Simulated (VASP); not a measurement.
Input:

```
SnSe2
1.0
    1.90500    -3.29956     0.00000
    1.90500     3.29956     0.00000
    0.00000     0.00000     6.14000
Sn Se
1 2
Cartesian
  0.00000   0.00000   0.00000
  1.90500   1.09985   1.53500
  1.90500  -1.09985   4.60500
```

Computed with PBE GGA, VASP's PBE PAW potentials (set 64) (plane waves; VASP 6.6.1). Numerical set-up: PREC = Single, 400 eV cut-off, 6×6×4 Γ-centred mesh, Gaussian smearing of 0.050 eV, potentials Sn_d Se.

Question: Which forces act on the atoms, in eV/Å?

Answer: 
```json
[
 {"atom": "Sn1", "Fx": "0.000", "Fy": "0.000", "Fz": "0.000"},
 {"atom": "Se2", "Fx": "0.000", "Fy": "0.000", "Fz": "0.724"},
 {"atom": "Se3", "Fx": "0.000", "Fy": "0.000", "Fz": "-0.724"}
]
```

Question: Give the stress tensor in GPa (positive for a compressed cell).

Answer: 
```
4.99  0.00  0.00
0.00  4.99  0.00
0.00  0.00  6.09
```
The pressure is its mean diagonal, 5.36 GPa.

The compound is SnSe2 in the 1T layered structure. The cell was not relaxed at this level. The run is one of a series of settings (PREC = Single against the base run), some of them coarse on purpose.
